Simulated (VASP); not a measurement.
An input for Quantum ESPRESSO's pw.x (written as the equivalent of a VASP run, and not itself run):

```
&CONTROL
  calculation = 'scf'
  pseudo_dir = './pseudo'
  outdir = './out'
  tprnfor = .true.
  tstress = .true.
/
&SYSTEM
  ibrav = 0
  nat = 4
  ntyp = 2
  ecutwfc = 88
  occupations = 'tetrahedra'
  input_dft = 'pbesol'
/
&ELECTRONS
  conv_thr = 7.3e-09
  electron_maxstep = 100
/
ATOMIC_SPECIES
  Na 22.990 Na.upf
  In 114.818 In.upf
CELL_PARAMETERS angstrom
     0.0000000    3.6579650    3.6579650
     3.6579650    0.0000000    3.6579650
     3.6579650    3.6579650    0.0000000
ATOMIC_POSITIONS crystal
  Na   0.5000000  0.5000000  0.5000000
  Na   0.7500000  0.7500000  0.7500000
  In   0.0000000  0.0000000  0.0000000
  In   0.2500000  0.2500000  0.2500000
K_POINTS automatic
  8 8 8 0 0 0
```

### Question
Write the VASP files for the same calculation (PBEsol).

### Answer
One answer among several that fit: 
### POSCAR
```
NaIn
1
    0.0000000000     3.6579650000     3.6579650000
    3.6579650000     0.0000000000     3.6579650000
    3.6579650000     3.6579650000     0.0000000000
Na In
2 2
Direct
  0.5000000000   0.5000000000   0.5000000000
  0.7500000000   0.7500000000   0.7500000000
  0.0000000000   0.0000000000   0.0000000000
  0.2500000000   0.2500000000   0.2500000000
```

### KPOINTS
```
Regular mesh
0
gamma
8 8 8
```

### INCAR
```
SYSTEM = NaIn
PREC = Accurate
ENCUT = 400
EDIFF = 1E-7
NELM = 100
ALGO = Normal
LREAL = .FALSE.
LASPH = .TRUE.
ISMEAR = -5
GGA = PS
LMAXMIX = 4
LWAVE = .FALSE.
LCHARG = .TRUE.
LORBIT = 11
NEDOS = 601
ISIF = 2
LEFG = .TRUE.
```

POTCAR, in this order: Na_pv In_d (PBE.64 set). Program: vasp_std.

What does not carry over: the potentials are each code's own (VASP's PAW set, PseudoDojo norm-conserving files in pw.x), so ENCUT and ecutwfc are chosen apart and not converted; conv_thr bounds pw.x's estimated SCF error, while EDIFF bounds the energy change between steps; the field gradients of LEFG aren't asked of the other code.

The structure comes from a computed database's NaIn entry (Fd-3m); how it stands against other phases isn't given here. The cell was not relaxed at this level.
